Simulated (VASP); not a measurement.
Here is the system:

```yaml
crystal:
  lattice:
    - [9.73146, -2.09702, -0.00192]
    - [9.73146, 2.09702, -0.00192]
    - [9.28029, 0.00000, 3.60210]
  atoms:
    - { symbol: Bi, position: [0.40054, 0.40054, 0.40054] }
    - { symbol: Bi, position: [0.59946, 0.59946, 0.59946] }
    - { symbol: Se, position: [0.00000, 0.00000, 0.00000] }
    - { symbol: Se, position: [0.21163, 0.21163, 0.21163] }
    - { symbol: Se, position: [0.78837, 0.78837, 0.78837] }
```

The numbers are results of optB88-vdW, VASP's PBE PAW potentials (set 64) (plane waves; VASP), not measurements. Run with 520 eV cut-off, 7×7×7 Γ-centred mesh, tetrahedra with Blöchl corrections, potentials Bi_d Se.

Unless said otherwise, spin-orbit coupling is left out, though it shifts the bands of the heavy elements here.

### Question
What does the run give for the energy per atom (σ→0), band gap (on the k-mesh) with the smallest direct gap where there is one?

### Answer

- band gap (on the k-mesh): 0.22 eV
- smallest direct gap (on the k-mesh): 0.22 eV
- energy per atom (σ→0): -1.730 eV/atom

Total energies compare only between runs with the same potentials, cut-off and functional.

The compound is Bi2Se3 in the tetradymite structure. It was relaxed first.
